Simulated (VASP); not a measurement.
Here is a VASP 6.6.1 calculation.

INCAR

```
SYSTEM = Si
  PREC = Accurate
  ENCUT = 520
  EDIFF = 1E-7
  ISMEAR = 0
  SIGMA = 0.02
  LREAL = .False.
  LASPH = .True.
  NELM = 100
  ALGO = Normal
  ISIF = 2
  LWAVE = .False.
  LCHARG = .True.
  GGA = PE
  LELF = .True.
  LVHAR = .True.
  NBANDS = 11
```

File KPOINTS:

```
regular mesh
0
Gamma
  8 8 8
  0 0 0
```

POSCAR

```
Si
1.0
    0.0000000000      2.7350468776      2.7350468776
    2.7350468776      0.0000000000      2.7350468776
    2.7350468776      2.7350468776      0.0000000000
Si
2
Direct
    0.7500000000      0.7500000000      0.7500000000
    0.5000000000      0.5000000000      0.5000000000
```

Potentials or basis: VASP PAW PBE potentials, release 64 (Si).

Run with:

```sh
$ cat potpaw_PBE.64/Si/POTCAR > POTCAR
$ mpirun -np 1 vasp_std > vasp.out
```

What does it give for the band gap on the k mesh?

0.65 eV, indirect (least direct gap 2.56 eV).

Predict the pressure.

-0.1 GPa.

A k mesh can miss the band edges.
